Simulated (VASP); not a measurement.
Method: PBE GGA, VASP's PBE PAW potentials (set 64) (plane waves; VASP).

VASP input:

INCAR:
```
! general
SYSTEM  = Cd31ZnTe32
PREC    = Normal
ENCUT   = 400
LREAL   = Auto
LASPH   = .TRUE.
ISYM    = 0

! electronic loop
EDIFF   = 1E-5
NELM    = 100   ! most electronic steps
NELMIN  = 4
ALGO    = Fast   ! Davidson, then RMM-DIIS
LMAXMIX = 4   ! l cut-off of mixed one-centre charges

! smearing
ISMEAR  = 0
SIGMA   = 0.05

! functional
GGA     = PE   ! PBE

! ions
IBRION  = 2
NSW     = 60
ISIF    = 2   ! forces and stress, cell fixed
EDIFFG  = -0.03   ! ionic stop

! output
LWAVE   = .FALSE.
LCHARG  = .FALSE.
```

### KPOINTS
```
Automatic mesh
0
Gamma
1 1 1
0 0 0
```

File POSCAR:
```
Cd31ZnTe32
1
   13.2498873621     0.0000000000     0.0000000000
    0.0000000000    13.2498873621    -0.0000000000
   -0.0000000000    -0.0000000000    13.2498873621
Cd Te Zn
31 32 1
Direct
  0.5000000000   0.0000000000   0.0000000000
  0.7500000000   0.2500000000   0.0000000000
  0.7500000000   0.0000000000   0.2500000000
  0.0000000000   0.0000000000   0.0000000000
  0.2500000000   0.2500000000   0.0000000000
  0.5000000000   0.5000000000   0.0000000000
  0.7500000000   0.7500000000   0.0000000000
  0.2500000000   0.0000000000   0.2500000000
  0.5000000000   0.2500000000   0.2500000000
  0.7500000000   0.5000000000   0.2500000000
  0.5000000000   0.0000000000   0.5000000000
  0.7500000000   0.2500000000   0.5000000000
  0.7500000000   0.0000000000   0.7500000000
  0.0000000000   0.5000000000   0.0000000000
  0.2500000000   0.7500000000   0.0000000000
  0.0000000000   0.2500000000   0.2500000000
  0.2500000000   0.5000000000   0.2500000000
  0.5000000000   0.7500000000   0.2500000000
  0.0000000000   0.0000000000   0.5000000000
  0.2500000000   0.2500000000   0.5000000000
  0.7500000000   0.7500000000   0.5000000000
  0.2500000000   0.0000000000   0.7500000000
  0.5000000000   0.2500000000   0.7500000000
  0.7500000000   0.5000000000   0.7500000000
  0.0000000000   0.7500000000   0.2500000000
  0.0000000000   0.5000000000   0.5000000000
  0.2500000000   0.7500000000   0.5000000000
  0.0000000000   0.2500000000   0.7500000000
  0.2500000000   0.5000000000   0.7500000000
  0.5000000000   0.7500000000   0.7500000000
  0.0000000000   0.7500000000   0.7500000000
  0.6250000000   0.1250000000   0.1250000000
  0.8750000000   0.3750000000   0.1250000000
  0.8750000000   0.1250000000   0.3750000000
  0.1250000000   0.1250000000   0.1250000000
  0.3750000000   0.3750000000   0.1250000000
  0.6250000000   0.6250000000   0.1250000000
  0.8750000000   0.8750000000   0.1250000000
  0.3750000000   0.1250000000   0.3750000000
  0.6253600000   0.3786060000   0.3780660000
  0.8750000000   0.6250000000   0.3750000000
  0.6250000000   0.1250000000   0.6250000000
  0.8750000000   0.3750000000   0.6250000000
  0.8750000000   0.1250000000   0.8750000000
  0.1250000000   0.6250000000   0.1250000000
  0.3750000000   0.8750000000   0.1250000000
  0.1250000000   0.3750000000   0.3750000000
  0.3758160000   0.6264730000   0.3753110000
  0.6250000000   0.8750000000   0.3750000000
  0.1250000000   0.1250000000   0.6250000000
  0.3759370000   0.3786140000   0.6262780000
  0.6231640000   0.6218400000   0.6263410000
  0.8750000000   0.8750000000   0.6250000000
  0.3750000000   0.1250000000   0.8750000000
  0.6250000000   0.3750000000   0.8750000000
  0.8750000000   0.6250000000   0.8750000000
  0.1250000000   0.8750000000   0.3750000000
  0.1250000000   0.6250000000   0.6250000000
  0.3750000000   0.8750000000   0.6250000000
  0.1250000000   0.3750000000   0.8750000000
  0.3750000000   0.6250000000   0.8750000000
  0.6250000000   0.8750000000   0.8750000000
  0.1250000000   0.8750000000   0.8750000000
  0.4995900000   0.4978740000   0.5029760000
```

POTCAR, in this order: Cd Te Zn (PBE.64 set). Program: vasp_gam.

### Question
What will the output report for the number of irreducible k-points (NKPTS), largest plane-wave count, FFT grid (NGX, NGY, NGZ)?

### Answer

- number of irreducible k-points (NKPTS) = 1
- largest plane-wave count = 21106
- FFT grid (NGX, NGY, NGZ) = 70 × 70 × 70

The cell is a supercell with a defect, built from CdTe (zinc blende): Zn_Cd. The run is not spin-polarised, so no state with unpaired spins was tried.
